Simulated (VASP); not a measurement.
Given:

```
CELL_PARAMETERS angstrom
      1.53709    -2.66232     0.00000
      1.53709     2.66232     0.00000
      0.00000     0.00000     3.54693
ATOMIC_POSITIONS crystal
  Zr 0.00000 0.00000 0.00000
  B  0.33333 0.66667 0.50000
  B  0.66667 0.33333 0.50000
```

The numbers are results of PBE GGA, VASP's PBE PAW potentials (set 64) (plane waves; VASP), not measurements. Settings: 600 eV cut-off, 10×10×8 Γ-centred mesh, first-order Methfessel-Paxton smearing of 0.10 eV, potentials Zr_sv B.

Task: Give the stress tensor in GPa (positive for a compressed cell).

Result: 
```
21.33   0.00   0.00
 0.00  21.33   0.00
 0.00   0.00   8.55
```
The pressure is its mean diagonal, 17.07 GPa.

The compound is ZrB2 in the AlB2 type structure. This cell was strained or had an atom moved on purpose.
